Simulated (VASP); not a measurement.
# Core-hole spectrum of RaF2, part 3 of 3

Wanted: the near-edge structure of RaF2. The cell has space group Fm-3m. The start is a cell from a database of measured crystal structures.

VASP 6.6.1, plane waves and PAW; the level of theory is named at each step.

So far. Step 3 (K edge, Wyckoff site F c, full hole): The smoothed xx curve reaches a tenth of its top at about 669 eV.

The database entry behind the starting cell is an old determination (1936), so it need not match the best structure at ambient conditions.

**4. K edge, Wyckoff site F c, no hole**

This step: supercell core-hole method, PBE, no hole; plane waves and PAW (F, Ra_sv, F) (VASP 6.6.1).

With CLZ = 0 the final states feel no hole, which shows what the hole does. NBANDS covers the range above the edge.

Contents of INCAR:

```
SYSTEM = RaF2
PREC = Accurate
ENCUT = 400
EDIFF = 1E-06
NELM = 100
ISMEAR = 0
SIGMA = 0.05
LREAL = Auto
ALGO = Normal
GGA = PE
NBANDS = 392
LWAVE = .FALSE.
LCHARG = .FALSE.
ICORELEVEL = 2
CLNT = 1
CLN = 1
CLL = 0
CLZ = 0
CH_LSPEC = .TRUE.
CH_NEDOS = 1500
CH_SIGMA = 0.5
```

Contents of POSCAR:

```
RaF2
1.0
    0.0000000000      6.3680000000      6.3680000000
    6.3680000000      0.0000000000      6.3680000000
    6.3680000000      6.3680000000      0.0000000000
F Ra F
1 8 15
Direct
    0.3750000000      0.3750000000      0.3750000000
    0.0000000000      0.0000000000      0.0000000000
    0.0000000000      0.0000000000      0.5000000000
    0.0000000000      0.5000000000      0.0000000000
    0.0000000000      0.5000000000      0.5000000000
    0.5000000000      0.0000000000      0.0000000000
    0.5000000000      0.0000000000      0.5000000000
    0.5000000000      0.5000000000      0.0000000000
    0.5000000000      0.5000000000      0.5000000000
    0.3750000000      0.3750000000      0.8750000000
    0.3750000000      0.8750000000      0.3750000000
    0.3750000000      0.8750000000      0.8750000000
    0.8750000000      0.3750000000      0.3750000000
    0.8750000000      0.3750000000      0.8750000000
    0.8750000000      0.8750000000      0.3750000000
    0.8750000000      0.8750000000      0.8750000000
    0.1250000000      0.1250000000      0.1250000000
    0.1250000000      0.1250000000      0.6250000000
    0.1250000000      0.6250000000      0.1250000000
    0.1250000000      0.6250000000      0.6250000000
    0.6250000000      0.1250000000      0.1250000000
    0.6250000000      0.1250000000      0.6250000000
    0.6250000000      0.6250000000      0.1250000000
    0.6250000000      0.6250000000      0.6250000000
```

Contents of KPOINTS:

```
Automatic mesh
0
Gamma
2 2 2
0 0 0
```

The projector-augmented-wave data sets are F, Ra_sv and F (PBE family, release 64).

Command:

```bash
$ mpirun -np 8 vasp_std
```

What it wrote:

```text
[... set-up lines as in an earlier step ...]
 entering main loop
       N       E                     dE             d eps       ncg     rms          rms(c)
DAV:   1     0.118809551909E+04    0.11881E+04   -0.58503E+04  2352   0.367E+02
DAV:   2    -0.535465401402E+02   -0.12416E+04   -0.11542E+04  2568   0.131E+02
DAV:   3    -0.141284853636E+03   -0.87738E+02   -0.85645E+02  2744   0.354E+01
DAV:   4    -0.144999109598E+03   -0.37143E+01   -0.36983E+01  3056   0.489E+00
DAV:   5    -0.145067859639E+03   -0.68750E-01   -0.68740E-01  3232   0.750E-01    0.293E+01
DAV:   6    -0.130808898602E+03    0.14259E+02   -0.12603E+01  2872   0.803E+00    0.146E+01
DAV:   7    -0.130759882571E+03    0.49016E-01   -0.19922E+00  2608   0.147E+00    0.199E+01
DAV:   8    -0.130939154534E+03   -0.17927E+00   -0.86538E-02  2664   0.414E-01    0.287E+01
DAV:   9    -0.130851711549E+03    0.87443E-01   -0.92835E-01  2480   0.139E+00    0.566E-01
DAV:  10    -0.130864160305E+03   -0.12449E-01   -0.17977E-02  2776   0.175E-01    0.142E+00
DAV:  11    -0.130881946848E+03   -0.17787E-01   -0.60080E-03  2520   0.102E-01    0.155E-01
DAV:  12    -0.130881774747E+03    0.17210E-03   -0.60115E-04  2728   0.282E-02    0.296E-01
DAV:  13    -0.130881898324E+03   -0.12358E-03   -0.37980E-05  2560   0.696E-03    0.945E-02
DAV:  14    -0.130881894155E+03    0.41688E-05   -0.76037E-05  2576   0.120E-02    0.145E-01
DAV:  15    -0.130881894965E+03   -0.80957E-06   -0.64125E-06  2768   0.274E-03
   1 F= -.13088189E+03 E0= -.13088189E+03  d E =-.550047E-12
 Starting Core_Hole_Spec
 Ending Core_Hole_Spec
```

Run time: 4 min. Hardware: 8 MPI ranks of AMD EPYC 7R43, shared host; peak memory 1.6 GiB; 32 min of CPU time.

From OUTCAR (step 4):

```text
 Found      3 irreducible k-points:

   NELECT =     192.0000    total number of electrons

 the core state eigenenergies are
   1-  1s   -652.0410
   2-  1s-104171.7297  2s -19132.7573  2p -16109.0733  3s  -4738.9234  3p  -3890.0977
       3d  -3105.8012  4s  -1155.6441  4p   -878.0809  4d   -582.4985  4f   -263.0137
       5s   -232.8706  5p   -150.0766  5d    -59.7476
   3-  1s-104171.7297  2s -19132.7573  2p -16109.0733  3s  -4738.9234  3p  -3890.0977
       3d  -3105.8012  4s  -1155.6441  4p   -878.0809  4d   -582.4985  4f   -263.0137
       5s   -232.8706  5p   -150.0766  5d    -59.7476
   4-  1s-104171.7297  2s -19132.7573  2p -16109.0733  3s  -4738.9234  3p  -3890.0977
       3d  -3105.8012  4s  -1155.6441  4p   -878.0809  4d   -582.4985  4f   -263.0137
       5s   -232.8706  5p   -150.0766  5d    -59.7476
   5-  1s-104171.7297  2s -19132.7573  2p -16109.0733  3s  -4738.9234  3p  -3890.0977
       3d  -3105.8012  4s  -1155.6441  4p   -878.0809  4d   -582.4985  4f   -263.0137
       5s   -232.8706  5p   -150.0766  5d    -59.7476
   6-  1s-104171.7297  2s -19132.7573  2p -16109.0733  3s  -4738.9234  3p  -3890.0977
       3d  -3105.8012  4s  -1155.6441  4p   -878.0809  4d   -582.4985  4f   -263.0137
       5s   -232.8706  5p   -150.0766  5d    -59.7476
   7-  1s-104171.7297  2s -19132.7573  2p -16109.0733  3s  -4738.9234  3p  -3890.0977
       3d  -3105.8012  4s  -1155.6441  4p   -878.0809  4d   -582.4985  4f   -263.0137
       5s   -232.8706  5p   -150.0766  5d    -59.7476
   8-  1s-104171.7297  2s -19132.7573  2p -16109.0733  3s  -4738.9234  3p  -3890.0977
       3d  -3105.8012  4s  -1155.6441  4p   -878.0809  4d   -582.4985  4f   -263.0137
       5s   -232.8706  5p   -150.0766  5d    -59.7476
   9-  1s-104171.7297  2s -19132.7573  2p -16109.0733  3s  -4738.9234  3p  -3890.0977
       3d  -3105.8012  4s  -1155.6441  4p   -878.0809  4d   -582.4985  4f   -263.0137
       5s   -232.8706  5p   -150.0766  5d    -59.7476
  10-  1s   -652.0412
  11-  1s   -652.0412
  12-  1s   -652.0412
  13-  1s   -652.0412
  14-  1s   -652.0412
  15-  1s   -652.0412
  16-  1s   -652.0412
  17-  1s   -652.0411
  18-  1s   -652.0411
  19-  1s   -652.0411
  20-  1s   -652.0411
  21-  1s   -652.0411
  22-  1s   -652.0411
  23-  1s   -652.0411
  24-  1s   -652.0412

 E-fermi :  -0.7524

 k-point     1 :       0.0000    0.0000    0.0000
  band No.  band energies     occupation
    ...
     92      -1.1356      2.00000
     93      -1.1356      2.00000
     94      -1.1356      2.00000
     95      -1.1356      2.00000
     96      -1.1356      2.00000
     97       5.0725      0.00000
     98       6.2760      0.00000
     99       6.2760      0.00000
    100       6.2760      0.00000
    101       8.0103      0.00000
    ...

 k-point     2 :       0.5000    0.0000    0.0000
  band No.  band energies     occupation
    ...
     92      -1.1224      2.00000
     93      -1.1224      2.00000
     94      -1.1224      2.00000
     95      -1.1224      2.00000
     96      -1.1224      2.00000
     97       6.3948      0.00000
     98       6.3948      0.00000
     99       6.7921      0.00000
    100       6.7921      0.00000
    101       6.7921      0.00000
    ...

  Total      -12.2609923    -12.2609923    -12.2609923     -0.0000000      0.0000000      0.0000000
  in kB      -38.0361931    -38.0361931    -38.0361931     -0.0000000      0.0000000      0.0000000
  external PRESSURE =     -38.0361931 kB  Pullay stress =       0.0000000 kB

 POSITION                                       TOTAL-FORCE (eV/Angst)
 -----------------------------------------------------------------------------------
      4.77600      4.77600      4.77600        -0.000000     -0.000000     -0.000000
      0.00000      0.00000      0.00000        -0.000000     -0.000000     -0.000000
      3.18400      3.18400      0.00000         0.000000      0.000000     -0.000000
      3.18400      0.00000      3.18400         0.000000     -0.000000      0.000000
      6.36800      3.18400      3.18400         0.000001     -0.000001     -0.000001
      0.00000      3.18400      3.18400        -0.000000      0.000000      0.000000
      3.18400      6.36800      3.18400        -0.000001      0.000001     -0.000001
      3.18400      3.18400      6.36800        -0.000001     -0.000001      0.000001
      6.36800      6.36800      6.36800         0.000001      0.000001      0.000001
      7.96000      7.96000      4.77600        -0.000000     -0.000000     -0.000000
      7.96000      4.77600      7.96000        -0.000000     -0.000000     -0.000000
     11.14400      7.96000      7.96000         0.000000     -0.000000     -0.000000
      4.77600      7.96000      7.96000        -0.000000     -0.000000     -0.000000
      7.96000     11.14400      7.96000        -0.000000      0.000000     -0.000000
      7.96000      7.96000     11.14400        -0.000000     -0.000000      0.000000
     11.14400     11.14400     11.14400        -0.000000     -0.000000     -0.000000
      1.59200      1.59200      1.59200        -0.000000     -0.000000     -0.000000
      4.77600      4.77600      1.59200        -0.000000     -0.000000      0.000000
      4.77600      1.59200      4.77600        -0.000000      0.000000     -0.000000
      7.96000      4.77600      4.77600        -0.000000     -0.000000     -0.000000
      1.59200      4.77600      4.77600         0.000000     -0.000000     -0.000000
      4.77600      7.96000      4.77600        -0.000000     -0.000000     -0.000000
      4.77600      4.77600      7.96000        -0.000000     -0.000000     -0.000000
      7.96000      7.96000      7.96000        -0.000000     -0.000000     -0.000000
 -----------------------------------------------------------------------------------
    total drift:                               -0.000000     -0.000000     -0.000000

  FREE ENERGIE OF THE ION-ELECTRON SYSTEM (eV)
  ---------------------------------------------------
  free  energy   TOTEN  =      -130.8818949647 eV

  energy  without entropy=     -130.8818949647  energy(sigma->0) =     -130.88189496

[... 9 parts as in an earlier step ...]

[... 1 further part left out ...]
```

This step gave:

```
free energy (TOTEN) : -130.8819 eV
Fermi energy        : -0.7524 eV
pressure            : -3.804 GPa
```

The imaginary dielectric function times 10^5, xx has structure finer than the step of the table below, so its rows give means over 2 eV, whole bins alone (the curve runs from 666 to 711 eV). Peaks (eV: height): 670.1: 2.90, 674.7: 7.81, 684.9: 3.73, 693.1: 3.52, 695.8: 4.35, 698.3: 4.05.

Smoothed further by a Gaussian, to a width of roughly 1 to 1.2 eV in all; heights scale with one over the cell volume; the energy axis is the program's own, and the fall at its high end is where NBANDS ends. Table of imaginary dielectric function times 10^5, xx by photon energy; means over each step:

| photon energy (eV) | imaginary dielectric function times 10^5, xx |
| --- | --- |
| 668 | 0.0533 |
| 670 | 1.94 |
| 672 | 2.64 |
| 674 | 4.90 |
| 676 | 4.35 |
| 678 | 1.90 |
| 680 | 1.62 |
| 682 | 1.31 |
| 684 | 2.51 |
| 686 | 1.75 |
| 688 | 0.745 |
| 690 | 1.53 |
| 692 | 3.04 |
| 694 | 2.99 |
| 696 | 3.80 |
| 698 | 3.08 |
| 700 | 0.379 |
| 702 | 0 |

The smoothed xx curve reaches a tenth of its top at about 669 eV.

**5. Summary**

This step: supercell core-hole method, PBE; plane waves and PAW (VASP 6.6.1).

Derived from the runs above.

Core-hole runs:

```
site       hole  cost (core minutes)
 F c  full hole                47.35
 F c    no hole                32.01
```

**6. Summary of results**

| Property | Result |
| --- | --- |
| K edge of F c, full hole | xx reaches a tenth of its top at 668.65 eV on the program's axis; share within the next 5 eV of the next 20 eV: 40 % |
| K edge of F c, no hole | xx reaches a tenth of its top at 669.19 eV on the program's axis; share within the next 5 eV of the next 20 eV: 27 % |

In words: The F K edge, for light polarised along x, reaches a tenth of its top at 668.65 eV on the program's axis. That mark passes over any weaker pre-edge, and only dipole transitions enter. In the charged run (full hole) weight just under or at the onset may be a state bound to the hole or the highest filled band counted as a final state; this wasn't checked, so onset and share of that run are in doubt. Share of the first 20 eV of absorption, for light polarised along x, that lies within 5 eV of each run's own onset: 27 % with no hole and 40 % with full hole. One site of the element was run (Wyckoff letter c). With 24 atoms and a 2×2×2 mesh the peak shapes still carry the imprint of the mesh, and the holes are close enough to feel one another. The fall at the high end is where NBANDS ends. The other core electrons stay frozen, so neither the program's energy axis nor the change of TOTEN is an excitation energy; spectra are aligned at the onset when set beside measurement. The given cell is kept, although it stands at -3.8 GPa at PBE and ENCUT = 400 eV, which holds the mismatch of the given cell with this functional, any error of the entry itself and any basis-set error. Not tabulated here, as repeats of values shown or as unfit to read for their mesh, reference level or band range: gaps (K edge, supercell without a hole); pressures of a box with vacuum or a charge (K edge); core levels (K edge).

[Lines on the potential files, build, host, timing and source positions are cut from VASP's logs without a mark.]

[Logs are printed without paths, hosts, clocks, repeated set-up lines and the standing remarks that a program may print on its own settings, such as how far it seeks lower states.]

[Hosts, paths, dates, database ids (printed as entryN), source tags and the programs' standing remarks are cut or masked in the printed files.]
